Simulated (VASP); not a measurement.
Data:

```yaml
crystal:
  lattice:
    - [4.00407, 0.00000, 0.00000]
    - [0.00000, 4.00407, 0.00000]
    - [0.00000, 0.00000, 7.51474]
  atoms:
    - { symbol: Ce, position: [0.00000, 0.50000, 0.73898] }
    - { symbol: Ce, position: [0.50000, 0.00000, 0.26102] }
    - { symbol: S, position: [0.00000, 0.50000, 0.36285] }
    - { symbol: S, position: [0.50000, 0.00000, 0.63715] }
    - { symbol: S, position: [0.00000, 0.00000, 0.00000] }
    - { symbol: S, position: [0.50000, 0.50000, 0.00000] }
```

All values below come from PBEsol GGA, VASP's PBE PAW potentials (set 64) (plane waves; VASP). Numerical set-up: 400 eV cut-off, 9×9×5 Γ-centred mesh, tetrahedra with Blöchl corrections, potentials Ce S.

The cores are frozen, which limits the accuracy of field gradients.

Question: Give the principal components of the electric field gradient (V/Å²) and the asymmetry η at each nucleus.

Answer: 
```csv
atom,Vxx,Vyy,Vzz,η
Ce1,41.3,41.3,-82.5,0.00
Ce2,41.3,41.3,-82.5,0.00
S3,13.0,13.0,-26.1,0.00
S4,13.0,13.0,-26.1,0.00
S5,26.4,26.4,-52.8,0.00
S6,26.4,26.4,-52.8,0.00
```

The structure comes from a computed database's CeS2 entry (P4/nmm); how it stands against other phases isn't given here. It was relaxed first, which changed the volume by -6 %. The run is not spin-polarised, so no magnetic state was tried.
